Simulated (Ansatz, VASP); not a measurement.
# SrMg in VASP and in Ansatz

```
CELL_PARAMETERS angstrom
3.90000 0.00000 0.00000
0.00000 3.90000 0.00000
0.00000 0.00000 3.90000
ATOMIC_POSITIONS crystal
Sr 0.50000 0.50000 0.50000
Mg 0.00000 0.00000 0.00000
```

Alike in both runs: task relaxation of cell and atoms; functional LDA; k mesh 10 × 10 × 10; occupations fermi-dirac, width 0.1 eV; no spin polarisation.

|  | VASP | Ansatz |
| --- | --- | --- |
| version | VASP 6.6.1 | Ansatz 0.2.0 |
| potentials or method | VASP PAW LDA potentials, release 64 (Sr_sv, Mg) | PAW with Ansatz's default frozen-core files, scalar-relativistic |
| plane-wave cutoff (eV) | 600 | 420 |
| valence electrons in the cell | 12 | 20 |

|  | VASP | Ansatz | Ansatz less VASP |
| --- | --- | --- | --- |
| relaxed volume (Å³/atom) | 33.29 | 33.51 | +0.223 |
| relaxed cell length with the largest relative difference (Å) | 4.053 | 4.062 | +0.0090 |
| energy change over the relaxation (meV/atom) | -35 | -38 | -3.7 |

The two sets of potentials don't hold the same shells in valence.
